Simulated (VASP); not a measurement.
```
CELL_PARAMETERS angstrom
      0.00000     3.56364     3.56364
      3.56364     0.00000     3.56364
      3.56364     3.56364     0.00000
ATOMIC_POSITIONS crystal
  Sr 0.00000 0.00000 0.00000
  Cl 0.25000 0.25000 0.25000
  Cl 0.75000 0.75000 0.75000
```

Calculation: PBE GGA, VASP's PBE PAW potentials (set 64) (plane waves; VASP 6.6.1). Settings: 300 eV cut-off, 4×4×4 Γ-centred mesh, Fermi-Dirac smearing of 0.020 eV, potentials Sr_sv Cl.

At this cut-off the stress carries a Pulay error, which pulls relaxed volumes low.

**Question.** Give the stress tensor in GPa (positive for a compressed cell).

**Answer.** 
```
-1.31   0.00   0.00
 0.00  -1.31   0.00
 0.00   0.00  -1.31
```
The pressure is its mean diagonal, -1.31 GPa.

The structure is a typed SrCl2 crystal (Fm-3m). The cell was not relaxed at this level.
